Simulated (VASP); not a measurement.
Method: PBE GGA, VASP's PBE PAW potentials (set 64) (plane waves; VASP 6.6.1).

Input for VASP

File KPOINTS:
```
Automatic mesh
0
Gamma
9 9 9
0 0 0
```

### POSCAR
```
CsPbCl3
5.6423530
  1.0000000000   0.0000000000   0.0000000000
  0.0000000000   1.0000000000   0.0000000000
  0.0000000000   0.0000000000   1.0000000000
Cs Pb Cl
1 1 3
Cartesian
  0.0000000000   0.0000000000   0.0000000000
  0.5000000000   0.5000000000   0.5000000000
  0.0000000000   0.5000000000   0.5000000000
  0.5000000000   0.0000000000   0.5000000000
  0.5000000000   0.5000000000   0.0000000000
```

### INCAR
```
# general
SYSTEM =CsPbCl3
PREC   =Accurate
ENCUT  =420
LREAL  =.False.
LASPH  =.True.

# electronic loop
EDIFF  =1E-09
NELM   =100
ALGO   =Normal
LMAXMIX=4

# smearing
ISMEAR =0
SIGMA  =0.01

# functional
GGA    =PE

# ions
ISIF   =2

# output
LWAVE  =.False.
LCHARG =.False.
```

POTCAR, in this order: Cs_sv Pb_d Cl (PBE.64 set). Program: vasp_std.

### Question
Predict the energy per atom (σ→0), pressure.

### Answer

```yaml
energy per atom (σ→0): -3.507 eV/atom
pressure: 1.14 GPa
```

OSZICAR:
```
...
DAV:  15    -0.175340384404E+02   -0.23552E-07   -0.47319E-08  2522   0.276E-03    0.279E-04
DAV:  16    -0.175340384652E+02   -0.24832E-07   -0.11024E-08  2298   0.729E-04    0.131E-04
DAV:  17    -0.175340384832E+02   -0.17926E-07   -0.15871E-09  1698   0.298E-04    0.288E-05
DAV:  18    -0.175340384872E+02   -0.40254E-08   -0.60651E-10  1344   0.140E-04    0.204E-05
DAV:  19    -0.175340384854E+02    0.18258E-08   -0.13985E-10  1250   0.116E-04    0.156E-05
DAV:  20    -0.175340384837E+02    0.16535E-08   -0.42038E-11  1176   0.437E-05    0.107E-05
DAV:  21    -0.175340384835E+02    0.25875E-09   -0.18602E-11  1124   0.330E-05
   1 F= -.17534038E+02 E0= -.17534038E+02  d E =-.126898E-12
```

The structure comes from a computed database's CsPbCl3 entry; how it stands against other phases isn't given here. The cell was not relaxed at this level. The run is one of a series of settings (EDIFF = 1E-09, ENCUT = 420, KPOINTS 9×9×9 Γ-centred mesh against the base run), some of them coarse on purpose.
